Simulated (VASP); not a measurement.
LaB₆ (cab6) relaxed at rising pressure, in one space group throughout; other phases were not tried. The pressures are those reached. Calculation: PBEsol GGA, VASP's PBE PAW potentials (set 64) (plane waves; VASP).

```
P (GPa)  V (Å³/atom)  k-mesh
-------  -----------  ------
-0.02         10.068   8×8×8
4.99           9.805   8×8×8
9.99           9.572   8×8×8
20.13          9.166   8×8×8
30.10          8.831   8×8×8
```

Problem. Fit an equation of state and predict the volume at 44.99 GPa.

Solution. Least squares on the third-order Birch-Murnaghan form, P = (3B0/2)(y⁷ − y⁵)[1 + (3/4)(B′ − 4)(y² − 1)] with y = (V0/V)^(1/3), gives V0 = 10.067 Å³/atom, B0 = 181 GPa and B′ = 3.7, and so 8.415 Å³/atom. The run gave 8.415 Å³/atom, +0.0 % from the fit.

Pressures at which the relaxation failed are left out.

The compound is LaB6 in the cab6 structure. The electron count is odd and the run is not spin-polarised, which forces a metal.
